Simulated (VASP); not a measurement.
Consider the following.

```yaml
crystal:
  lattice:
    - [1.90381, -3.29750, 0.00000]
    - [1.90381, 3.29750, 0.00000]
    - [0.00000, 0.00000, 6.57990]
  atoms:
    - { symbol: Zr, position: [0.00000, 0.00000, 0.00000] }
    - { symbol: Se, position: [0.33333, 0.66667, 0.24009] }
    - { symbol: Se, position: [0.66667, 0.33333, 0.75991] }
```

Level of theory: PW91 GGA, VASP's PBE PAW potentials (set 64) (plane waves; VASP). Run with 520 eV cut-off, Gaussian smearing of 0.050 eV, potentials Zr_sv Se.

Without a dispersion term in the relaxation, distances and binding between the weakly bound layers, chains or molecules are unreliable, and so is what depends on them.

Give the energies of bands 7 to 15 at the high-symmetry points, in eV from the valence-band maximum.

| band | Γ | M | K | A | L | H |
|---|---|---|---|---|---|---|
| 7 | -4.38 | -4.42 | -3.51 | -3.62 | -4.47 | -3.49 |
| 8 | -2.53 | -2.93 | -3.39 | -2.50 | -3.33 | -3.49 |
| 9 | -2.53 | -2.55 | -3.39 | -2.50 | -2.49 | -3.29 |
| 10 | -0.28 | -2.40 | -2.19 | -1.81 | -2.49 | -2.15 |
| 11 | 0.00 | -1.88 | -2.19 | -0.09 | -1.11 | -2.00 |
| 12 | 0.00 | -1.17 | -1.79 | -0.09 | -1.00 | -2.00 |
| 13 | 1.09 | 0.57 | 1.78 | 1.08 | 0.40 | 1.82 |
| 14 | 1.09 | 2.53 | 2.53 | 1.08 | 2.52 | 2.23 |
| 15 | 1.53 | 2.88 | 2.53 | 1.90 | 2.87 | 2.23 |

The gap is indirect, 0.40 eV, from the valence maximum at Γ to the conduction minimum at L.

The compound is ZrSe2 in the 1T layered structure. It was relaxed first, which changed the volume by +9 %.
